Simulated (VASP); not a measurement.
**CsSnI3: stress against strain**

CsSnI3 (cubic perovskite, Pm-3m, 46.680 Å³/atom and stress up to 0.17 GPa in the relaxed cell, cube axes along x, y and z) under an equal strain ε along x and y, with z held. PBEsol in VASP (plane waves, PAW), 480 eV, 6×6×6 Γ-centred mesh, Gaussian smearing 0.05 eV; ions are relaxed, or left where forces stay under 0.02 eV/Å, within the symmetry of each cell. Stress is positive for a compressed cell.

Here s stands for strain and y for stress xx.

| strain (%) | stress xx (GPa) |
|---|---|
| -1.50 | 0.59 |
| -1.00 | 0.32 |
| -0.50 | 0.07 |
| 0.00 | -0.17 |
| 0.50 | -0.40 |
| 1.00 | -0.61 |
| 1.50 | -0.81 |
| 3.00 | ? |

The 7 complete rows are fitted with a straight line, y against s. Means: s 0, y -0.144. About the means, the sum of products is -3.2650 and the sum of squares of s is 7.0000; the slope is their ratio. Least squares gives y = -0.144 - 0.4664·s. Residuals (row less fit): 0.034, -0.002, -0.019, -0.026, -0.023, 0.000, 0.034; standard error 0.028 (degrees of freedom: 5). The slope gives the elastic constants C11 + C12 = 47 ± 1 GPa (± standard error of the fit, which holds the terms cut off).

Problem. What does the fit predict for y at s = 3.00, and how far is the calculated value from it?

Solution. y = -0.144 - 0.4664 × 3.0 = -1.543 GPa. The calculation gives -1.33 GPa, 0.213 GPa above the prediction (11.1 % of the range of y in the table). The row lies outside the fitted rows, so this is an extrapolation. From the scatter of the fitted rows alone, a prediction at this place has a standard error of 0.043 GPa, so the miss is 5.0 times that.

A polynomial of degree 2 through the 12 other runs of the series gives -1.31 there, so most of the miss is curvature that the fit leaves out. This level leaves no gap over 0.05 eV at strain -1.00 %. The primitive cell can neither tilt nor turn polar against its symmetry, as such crystals can under strain. Spin-orbit coupling is left out, which can shift these values for the heavy elements here. CsSnI3 is here the ideal cubic form; the compound distorts at low or room temperature. Rows are the converged runs of the series near zero and its far end, less any whose ions stayed unrelaxed beside relaxed ones; series whose fitted rows scatter by over a few per cent of the range, as at a crossing or softening among them, aren't shown in this form. Most that stay on the fit to the last digits aren't either.
